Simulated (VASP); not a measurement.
Calculation: PBE GGA, VASP's PBE PAW potentials (set 64) (plane waves; VASP).

Input for VASP

File POSCAR:
```
BaTiO3
1
    4.0368849974     0.0000000000     0.0000000000
    0.0000000000     4.0368849974     0.0000000000
    0.0000000000     0.0000000000     4.2664529552
Ba Ti O
1 1 3
Direct
  0.0000000000   0.0000000000   0.0107824600
  0.5000000000   0.5000000000   0.5297439004
  0.5000000000   0.5000000000   0.9595045255
  0.0000000000   0.5000000000   0.4819845570
  0.5000000000   0.0000000000   0.4819845570
```

### KPOINTS
```
Regular mesh
0
gamma
  6 6 5
0 0 0
```

**INCAR**
```
! general
SYSTEM  = BaTiO3
PREC    = Accurate
ENCUT   = 520   ! plane-wave cut-off (eV)
LREAL   = .FALSE.   ! projection in real space or not
LASPH   = .TRUE.   ! aspherical one-centre terms

! electronic loop
EDIFF   = 1E-7
NELM    = 100
ALGO    = Normal   ! blocked Davidson
LMAXMIX = 4

! smearing
ISMEAR  = 0   ! Gaussian
SIGMA   = 0.05   ! width (eV)

! functional
GGA     = PE   ! PBE

! ions
IBRION  = 2   ! conjugate gradients
NSW     = 30   ! most ionic steps
ISIF    = 4   ! ions and shape, fixed volume
EDIFFG  = -0.01   ! ionic stop

! output
LWAVE   = .FALSE.
LCHARG  = .FALSE.
```

POTCAR, in this order: Ba_sv Ti_sv O (PBE.64 set). Program: vasp_std.

Output of the run:

OUTCAR:
```
 ion  position               nearest neighbor table
   1  0.000  0.000  0.011-   4 2.85   5 2.85   4 2.85   5 2.85   3 2.86   3 2.86   3 2.86   3 2.86
                             4 3.03   5 3.03   5 3.03   4 3.03   2 3.52   2 3.52   2 3.52   2 3.52
   2  0.500  0.500  0.530-   3 1.83   4 2.03   5 2.03   5 2.03   4 2.03   3 2.43   1 3.52   1 3.52
                             1 3.52   1 3.52   1 3.61   1 3.61   1 3.61   1 3.61
   3  0.500  0.500  0.960-   2 1.83   2 2.43   1 2.86   1 2.86   1 2.86   1 2.86
   4  0.000  0.500  0.482-   2 2.03   2 2.03   1 2.85   1 2.85   1 3.03   1 3.03
   5  0.500  0.000  0.482-   2 2.03   2 2.03   1 2.85   1 2.85   1 3.03   1 3.03
  LATTYP: Found a simple tetragonal cell.
 ALAT       =     4.0368849974
 C/A-ratio  =     1.0568675991
 Subroutine PRICEL returns:
 Original cell was already a primitive cell.
 Subroutine GETGRP returns: Found  8 space group operations
The static configuration has the point symmetry C_4v.
The dynamic configuration has the point symmetry C_4v.
 Subroutine INISYM returns: Found  8 space group operations
 Subroutine IBZKPT returns following result:
 Found     30 irreducible k-points:

 Following reciprocal coordinates:
            Coordinates               Weight
  0.000000  0.000000  0.000000      1.000000
  0.166667  0.000000  0.000000      4.000000
  0.333333  0.000000  0.000000      4.000000
...
```

### OSZICAR
```
...
DAV:   3    -0.400241568549E+02    0.55089E-03   -0.10458E-02  2024   0.800E-01    0.317E-01
DAV:   4    -0.400239585442E+02    0.19831E-03   -0.22906E-03  1840   0.401E-01    0.149E-01
DAV:   5    -0.400239199019E+02    0.38642E-04   -0.63496E-04  1768   0.198E-01    0.322E-02
DAV:   6    -0.400239114080E+02    0.84939E-05   -0.11521E-04  1776   0.862E-02    0.149E-02
DAV:   7    -0.400239114086E+02   -0.62482E-09   -0.19448E-05  1904   0.357E-02    0.789E-03
DAV:   8    -0.400239105607E+02    0.84787E-06   -0.86422E-06  1896   0.212E-02    0.200E-03
DAV:   9    -0.400239106369E+02   -0.76148E-07   -0.95310E-07  1728   0.695E-03
   2 F= -.40023911E+02 E0= -.40023911E+02  d E =-.518116E-02
       N       E                     dE             d eps       ncg     rms          rms(c)
DAV:   1    -0.400238469635E+02    0.63597E-04   -0.24204E-02  1632   0.178E+00    0.515E-02
DAV:   2    -0.400239796085E+02   -0.13264E-03   -0.16502E-03  1576   0.286E-01    0.538E-02
DAV:   3    -0.400239756544E+02    0.39541E-05   -0.92494E-05  1976   0.754E-02    0.315E-02
DAV:   4    -0.400239739858E+02    0.16686E-05   -0.20039E-05  1872   0.387E-02    0.144E-02
DAV:   5    -0.400239737032E+02    0.28261E-06   -0.59264E-06  1816   0.193E-02    0.277E-03
DAV:   6    -0.400239736239E+02    0.79318E-07   -0.80220E-07  1752   0.756E-03
   3 F= -.40023974E+02 E0= -.40023974E+02  d E =-.524415E-02
       N       E                     dE             d eps       ncg     rms          rms(c)
DAV:   1    -0.400310970473E+02   -0.71233E-02   -0.88522E-01  1440   0.893E+00    0.548E-01
DAV:   2    -0.400299894519E+02    0.11076E-02   -0.44987E-02  1496   0.156E+00    0.343E-01
DAV:   3    -0.400277825086E+02    0.22069E-02   -0.70358E-03  1976   0.708E-01    0.130E-01
DAV:   4    -0.400275242889E+02    0.25822E-03   -0.16763E-03  2000   0.332E-01    0.416E-02
DAV:   5    -0.400275218991E+02    0.23898E-05   -0.25136E-04  2040   0.124E-01    0.208E-02
DAV:   6    -0.400275170951E+02    0.48040E-05   -0.34481E-05  2056   0.455E-02    0.107E-02
DAV:   7    -0.400275181678E+02   -0.10727E-05   -0.79851E-06  1920   0.210E-02    0.441E-03
DAV:   8    -0.400275180524E+02    0.11545E-06   -0.27551E-06  1832   0.111E-02    0.916E-04
DAV:   9    -0.400275180521E+02    0.30832E-09   -0.13200E-07   968   0.306E-03
   4 F= -.40027518E+02 E0= -.40027518E+02  d E =-.354443E-02
       N       E                     dE             d eps       ncg     rms          rms(c)
DAV:   1    -0.400523557495E+02   -0.24838E-01   -0.51788E+00  1440   0.215E+01    0.133E+00
DAV:   2    -0.400454801149E+02    0.68756E-02   -0.26242E-01  1504   0.377E+00    0.833E-01
DAV:   3    -0.400326713489E+02    0.12809E-01   -0.40237E-02  2024   0.171E+00    0.319E-01
DAV:   4    -0.400310968700E+02    0.15745E-02   -0.98753E-03  2000   0.823E-01    0.102E-01
DAV:   5    -0.400310795889E+02    0.17281E-04   -0.13998E-03  1920   0.301E-01    0.474E-02
DAV:   6    -0.400310550831E+02    0.24506E-04   -0.18366E-04  2008   0.106E-01    0.254E-02
DAV:   7    -0.400310613034E+02   -0.62203E-05   -0.47934E-05  1952   0.508E-02    0.106E-02
DAV:   8    -0.400310606818E+02    0.62154E-06   -0.17547E-05  1824   0.279E-02    0.256E-03
DAV:   9    -0.400310606383E+02    0.43533E-07   -0.11093E-06  1800   0.825E-03    0.105E-03
DAV:  10    -0.400310606622E+02   -0.23896E-07   -0.12065E-07  1000   0.279E-03
   5 F= -.40031061E+02 E0= -.40031061E+02  d E =-.708704E-02
       N       E                     dE             d eps       ncg     rms          rms(c)
DAV:   1    -0.400317939146E+02   -0.73328E-03   -0.49174E-01  1440   0.534E+00    0.210E-01
DAV:   2    -0.400323481405E+02   -0.55423E-03   -0.12547E-02  1632   0.830E-01    0.136E-01
DAV:   3    -0.400321050189E+02    0.24312E-03   -0.10403E-03  2352   0.259E-01    0.648E-02
DAV:   4    -0.400320281288E+02    0.76890E-04   -0.33032E-04  1912   0.156E-01    0.225E-02
DAV:   5    -0.400320230849E+02    0.50439E-05   -0.69747E-05  1896   0.720E-02    0.106E-02
DAV:   6    -0.400320224385E+02    0.64644E-06   -0.50912E-06  1928   0.203E-02    0.538E-03
DAV:   7    -0.400320223694E+02    0.69101E-07   -0.17521E-06  2272   0.119E-02    0.215E-03
DAV:   8    -0.400320223196E+02    0.49788E-07   -0.72707E-07  1672   0.628E-03
   6 F= -.40032022E+02 E0= -.40032022E+02  d E =-.961657E-03
       N       E                     dE             d eps       ncg     rms          rms(c)
DAV:   1    -0.400320657034E+02   -0.43334E-04   -0.62762E-02  1440   0.191E+00    0.749E-02
DAV:   2    -0.400321360082E+02   -0.70305E-04   -0.16011E-03  1640   0.297E-01    0.487E-02
DAV:   3    -0.400321052791E+02    0.30729E-04   -0.13483E-04  2400   0.933E-02    0.233E-02
DAV:   4    -0.400320952196E+02    0.10059E-04   -0.43617E-05  1928   0.571E-02    0.813E-03
DAV:   5    -0.400320945759E+02    0.64362E-06   -0.90731E-06  1904   0.260E-02    0.373E-03
DAV:   6    -0.400320944753E+02    0.10064E-06   -0.63024E-07  1824   0.711E-03    0.193E-03
DAV:   7    -0.400320944392E+02    0.36105E-07   -0.18903E-07  1048   0.425E-03
   7 F= -.40032094E+02 E0= -.40032094E+02  d E =-.103378E-02
       N       E                     dE             d eps       ncg     rms          rms(c)
DAV:   1    -0.400317816136E+02    0.31286E-03   -0.22592E-01  1512   0.502E+00    0.108E-01
DAV:   2    -0.400326529761E+02   -0.87136E-03   -0.10613E-02  1592   0.778E-01    0.774E-02
DAV:   3    -0.400326451530E+02    0.78231E-05   -0.45107E-04  2016   0.157E-01    0.421E-02
DAV:   4    -0.400326322030E+02    0.12950E-04   -0.80515E-05  1968   0.793E-02    0.236E-02
DAV:   5    -0.400326303051E+02    0.18979E-05   -0.23340E-05  1944   0.406E-02    0.557E-03
DAV:   6    -0.400326303062E+02   -0.11059E-08   -0.14132E-06  1744   0.970E-03    0.357E-03
DAV:   7    -0.400326302481E+02    0.58091E-07   -0.37773E-07  1560   0.574E-03
   8 F= -.40032630E+02 E0= -.40032630E+02  d E =-.535809E-03
       N       E                     dE             d eps       ncg     rms          rms(c)
DAV:   1    -0.400324995964E+02    0.13071E-03   -0.49927E-02  1504   0.236E+00    0.509E-02
DAV:   2    -0.400326932658E+02   -0.19367E-03   -0.23557E-03  1592   0.366E-01    0.367E-02
DAV:   3    -0.400326914061E+02    0.18597E-05   -0.98333E-05  2016   0.734E-02    0.200E-02
DAV:   4    -0.400326885968E+02    0.28092E-05   -0.18055E-05  1976   0.375E-02    0.111E-02
DAV:   5    -0.400326881446E+02    0.45226E-06   -0.52439E-06  1960   0.192E-02    0.266E-03
DAV:   6    -0.400326881322E+02    0.12322E-07   -0.30121E-07  1648   0.450E-03
   9 F= -.40032688E+02 E0= -.40032688E+02  d E =-.593693E-03
       N       E                     dE             d eps       ncg     rms          rms(c)
DAV:   1    -0.400327697090E+02   -0.81564E-04   -0.26792E-02  1624   0.154E+00    0.300E-02
DAV:   2    -0.400328403807E+02   -0.70672E-04   -0.83449E-04  1480   0.215E-01    0.151E-02
DAV:   3    -0.400328421517E+02   -0.17710E-05   -0.38534E-05  2128   0.392E-02    0.765E-03
DAV:   4    -0.400328419022E+02    0.24956E-06   -0.30345E-06  2120   0.150E-02    0.409E-03
DAV:   5    -0.400328418105E+02    0.91648E-07   -0.88220E-07  1936   0.798E-03
  10 F= -.40032842E+02 E0= -.40032842E+02  d E =-.153678E-03
       N       E                     dE             d eps       ncg     rms          rms(c)
DAV:   1    -0.400327267740E+02    0.11513E-03   -0.80461E-02  1624   0.266E+00    0.523E-02
DAV:   2    -0.400329390671E+02   -0.21229E-03   -0.25079E-03  1480   0.373E-01    0.264E-02
DAV:   3    -0.400329445284E+02   -0.54614E-05   -0.11571E-04  2136   0.679E-02    0.134E-02
DAV:   4    -0.400329438089E+02    0.71959E-06   -0.90612E-06  2112   0.262E-02    0.716E-03
DAV:   5    -0.400329435663E+02    0.24255E-06   -0.26638E-06  2040   0.139E-02    0.225E-03
DAV:   6    -0.400329435801E+02   -0.13792E-07   -0.36907E-07  1408   0.490E-03
  11 F= -.40032944E+02 E0= -.40032944E+02  d E =-.255448E-03
```

File OUTCAR:
```
------------------------ aborting loop because EDIFF is reached ----------------------------------------
  FORCE on cell =-STRESS in cart. coord.  units (eV):
  Direction    XX          YY          ZZ          XY          YZ          ZX
  --------------------------------------------------------------------------------------
  Total       -0.9418006     -0.9418006     -0.8928647      0.0000000      0.0000000      0.0000000
  in kB      -21.7025040    -21.7025040    -20.5748434      0.0000000      0.0000000      0.0000000
  external PRESSURE =     -21.3266172 kB  Pullay stress =       0.0000000 kB
  volume of cell :       69.53
      direct lattice vectors                 reciprocal lattice vectors
     3.997337220  0.000000000  0.000000000     0.250166535  0.000000000  0.000000000
     0.000000000  3.997337220 -0.000000000     0.000000000  0.250166535  0.000000000
     0.000000000 -0.000000000  4.351291127     0.000000000  0.000000000  0.229816845
 POSITION                                       TOTAL-FORCE (eV/Angst)
 -----------------------------------------------------------------------------------
      0.00000     -0.00000      0.08629        -0.000000      0.000000     -0.002045
      1.99867      1.99867      2.33206        -0.000000     -0.000000      0.001172
      1.99867      1.99867      4.13221        -0.000000      0.000000     -0.000955
      0.00000      1.99867      2.08551         0.000000     -0.000000      0.000914
      1.99867      3.99734      2.08551        -0.000000     -0.000000      0.000914
 -----------------------------------------------------------------------------------
    total drift:                                0.000000      0.000000     -0.000512
  FREE ENERGIE OF THE ION-ELECTRON SYSTEM (eV)
  ---------------------------------------------------
  free  energy   TOTEN  =       -40.0329435801 eV

  energy  without entropy=      -40.0329435801  energy(sigma->0) =      -40.03294358

 reached required accuracy - stopping structural energy minimisation
```
(Selected blocks of OUTCAR.)

**CONTCAR**
```
BaTiO3
   1.00000000000000
     3.9973372204614734    0.0000000000000000    0.0000000000000000
     0.0000000000000000    3.9973372204614734   -0.0000000000000000
     0.0000000000000000   -0.0000000000000000    4.3512911271330230
  Ba              Ti              O
     1     1     3
Direct
     0.0000000000000000    0.0000000000000000    0.0198315877579852
     0.5000000000000000    0.5000000000000000    0.5359477823900807
     0.5000000000000000    0.5000000000000000    0.9496511851339922
     0.0000000000000000    0.5000000000000000    0.4792847223089693
     0.5000000000000000    1.0000000000000000    0.4792847223089693
```

The compound is BaTiO3 in the tetragonal perovskite structure. This cell is one point of a volume scan, at 1.03 of the reference volume. Symmetry was kept, so distortions that lower it aren't found.
